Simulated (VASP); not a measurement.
OSZICAR of a VASP run on La:

**OSZICAR**
```
       N       E                     dE             d eps       ncg     rms          rms(c)
DAV:   1     0.202023331874E+04    0.20202E+04   -0.32969E+04  1336   0.107E+03
DAV:   2     0.918502664683E+03   -0.11017E+04   -0.10800E+04  1600   0.405E+02
DAV:   3     0.114272577516E+03   -0.80423E+03   -0.79867E+03  1976   0.301E+02
DAV:   4    -0.448650715643E+02   -0.15914E+03   -0.15588E+03  2258   0.150E+02
DAV:   5    -0.642311363249E+02   -0.19366E+02   -0.18881E+02  2424   0.664E+01    0.110E+01
DAV:   6    -0.678991596065E+02   -0.36680E+01   -0.24919E+02  2288   0.546E+01    0.498E+01
DAV:   7    -0.604615900690E+02    0.74376E+01   -0.29551E+02  2232   0.927E+01    0.107E+01
DAV:   8    -0.603844988224E+02    0.77091E-01   -0.74848E+01  2320   0.346E+01    0.662E+00
DAV:   9    -0.619109523095E+02   -0.15265E+01   -0.19968E+01  2312   0.162E+01    0.615E+00
DAV:  10    -0.607637701428E+02    0.11472E+01   -0.13616E+01  2304   0.123E+01    0.457E+00
DAV:  11    -0.602536519290E+02    0.51012E+00   -0.44175E+00  2232   0.740E+00    0.326E+00
DAV:  12    -0.601835064534E+02    0.70145E-01   -0.10965E+00  2208   0.391E+00    0.284E+00
DAV:  13    -0.600600775275E+02    0.12343E+00   -0.41608E-01  2248   0.218E+00    0.252E+00
DAV:  14    -0.599988485743E+02    0.61229E-01   -0.11296E-01  2232   0.128E+00    0.223E+00
DAV:  15    -0.598699517097E+02    0.12890E+00   -0.10312E-01  1984   0.127E+00    0.178E+00
DAV:  16    -0.598037542823E+02    0.66197E-01   -0.67384E-02  2168   0.874E-01    0.138E+00
DAV:  17    -0.597609279655E+02    0.42826E-01   -0.37374E-02  2160   0.711E-01    0.108E+00
DAV:  18    -0.597297994208E+02    0.31129E-01   -0.31672E-02  2136   0.651E-01    0.783E-01
DAV:  19    -0.597052450137E+02    0.24554E-01   -0.48362E-02  2088   0.776E-01    0.376E-01
DAV:  20    -0.597016025146E+02    0.36425E-02   -0.13337E-02  2264   0.383E-01    0.208E-01
DAV:  21    -0.597005149654E+02    0.10875E-02   -0.20162E-02  1936   0.461E-01    0.846E-02
DAV:  22    -0.597015222001E+02   -0.10072E-02   -0.26473E-03  2360   0.172E-01    0.812E-02
DAV:  23    -0.597016075071E+02   -0.85307E-04   -0.42285E-04  2376   0.806E-02    0.786E-02
DAV:  24    -0.597020353911E+02   -0.42788E-03   -0.24112E-04  2080   0.542E-02    0.934E-02
DAV:  25    -0.597022069472E+02   -0.17156E-03   -0.21328E-04  2000   0.572E-02    0.645E-02
DAV:  26    -0.597022573329E+02   -0.50386E-04   -0.14305E-04  2048   0.372E-02    0.423E-02
DAV:  27    -0.597022971738E+02   -0.39841E-04   -0.32317E-05  1816   0.195E-02    0.326E-02
DAV:  28    -0.597024316577E+02   -0.13448E-03   -0.15815E-04  2032   0.410E-02    0.843E-03
DAV:  29    -0.597025333930E+02   -0.10174E-03   -0.97497E-05  1936   0.297E-02    0.111E-02
DAV:  30    -0.597025449672E+02   -0.11574E-04   -0.83144E-06  1688   0.118E-02    0.914E-03
DAV:  31    -0.597025482654E+02   -0.32982E-05   -0.30588E-06  1256   0.750E-03    0.613E-03
DAV:  32    -0.597025513955E+02   -0.31301E-05   -0.46990E-07   992   0.500E-03    0.552E-03
DAV:  33    -0.597025532505E+02   -0.18550E-05   -0.76975E-07  1008   0.501E-03    0.425E-03
DAV:  34    -0.597025541194E+02   -0.86899E-06   -0.15031E-06  1104   0.546E-03
   1 F= -.59702554E+02 E0= -.59577734E+02  d E =-.249641E+00
```

Q: Which electronic solver shows in the log?

A: It is blocked Davidson (ALGO = Normal, or the opening steps of other solvers). The INCAR had ALGO = Normal.

Q: Can the final energy be trusted as converged?

A: The run converged. It stopped with EDIFF = 1E-6, NELM = 100 (LDA (Ceperley-Alder, Perdew-Zunger), plane waves, VASP's LDA PAW potentials (set 64)).  The cell holds a wide vacuum, so values per volume refer to the whole cell.

The cell is a sheet with vacuum, built from a database entry that may be metastable or hypothetical.
